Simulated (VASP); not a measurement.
Given:

```
EuO
1.0
    0.00000     2.48888     2.48888
    2.48888     0.00000     2.48888
    2.48888     2.48888     0.00000
Eu O
1 1
Direct
  0.00000   0.00000   0.00000
  0.50000   0.50000   0.50000
```

The numbers are results of modified Becke-Johnson potential (mBJ), VASP's PBE PAW potentials (set 64) (plane waves; VASP 6.6.1), not measurements. Settings: 520 eV cut-off, 8×8×8 Γ-centred mesh, Gaussian smearing of 0.050 eV, potentials Eu_2 O.

The 4f electrons are frozen in the core of the lanthanide potential, so 4f levels, which can set the real gap, and their magnetism are missing. mBJ is a potential without an energy functional, so only the levels count.

What does the run give for the band gap (over mesh and band path) with the smallest direct gap where there is one?

The band gap (over mesh and band path) comes out as 4.67 eV and the smallest direct gap (over mesh and band path) is 4.67 eV.

Total energies compare only between runs with the same potentials, cut-off and functional.

The compound is EuO in the rock salt structure. It was relaxed first, which changed the volume by -9 %. The cell's shape comes from a PBE relaxation.
